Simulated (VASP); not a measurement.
The system is Sn3P2.

```xyz
5
Lattice="4.3308 2.5004 1.9026 -4.3308 2.5004 1.9026 0.0000 -5.0008 1.9026" Properties=species:S:1:pos:R:3 pbc="T T T"
Sn    2.1654   -1.2502    1.9026
Sn    0.0000    2.5004    1.9026
Sn   -2.1654   -1.2502    1.9026
P     0.0000    0.0000    2.8540
P     0.0000    0.0000    0.0000
```

The cell was built by a generator and needn't be a form met in nature.

- Program: VASP 6.6.1
- Task: relaxation of cell and atoms
- Functional: PBE
- Potentials or basis: VASP PAW PBE potentials, release 64 (Sn_d, P)
- Cutoff: 520 eV
- k mesh: 3 × 3 × 3
- Occupations: gaussian, width 0.15 eV
- Spin: no spin polarisation

At the start: pressure 3.6 GPa; volume 24.72 Å³/atom.

Question: How do energy, volume and symmetry change on relaxing?

Answer: Over 11 steps the energy falls by 225.0 meV/atom and the volume is 25.24 Å³/atom (+2.1 %); space group R-3m (No. 166, to 0.05 Å).

The path:
| step | energy change (eV) | largest force (eV/Å) | pressure (GPa) | volume (Å³) |
| --- | --- | --- | --- | --- |
| 1 | 0.0000 | 0.0000 | 3.65 | 123.62 |
| 2 | -0.1942 | 0.0000 | -1.33 | 133.89 |
| 3 | -0.1957 | 0.0000 | -1.28 | 134.49 |
| 4 | -0.4339 | 0.0000 | -1.95 | 133.44 |
| 5 | -1.1115 | 0.0000 | -1.68 | 128.85 |
| 6 | -1.1126 | 0.0000 | -1.42 | 129.20 |
| 7 | -1.1130 | 0.0000 | -1.31 | 129.05 |
| 8 | -1.1110 | 0.0000 | 1.51 | 122.77 |
| 9 | -1.1251 | 0.0000 | 0.33 | 125.98 |
| 10 | -1.1245 | 0.0000 | -0.52 | 126.58 |
| 11 | -1.1249 | 0.0000 | -0.10 | 126.21 |

Final structure:
```
Sn P
1.0
     4.74655    2.74042    1.61717
    -4.74655    2.74042    1.61717
     0.00000   -5.48084    1.61717
Sn P
3 2
Direct
  0.50000 0.00000 0.50000
  0.50000 0.50000 0.00000
  0.00000 0.50000 0.50000
  0.50000 0.50000 0.50000
  0.00000 0.00000 0.00000
```

Caveat: the k mesh is coarse (spacing up to 0.46 Å⁻¹), so the values aren't converged.
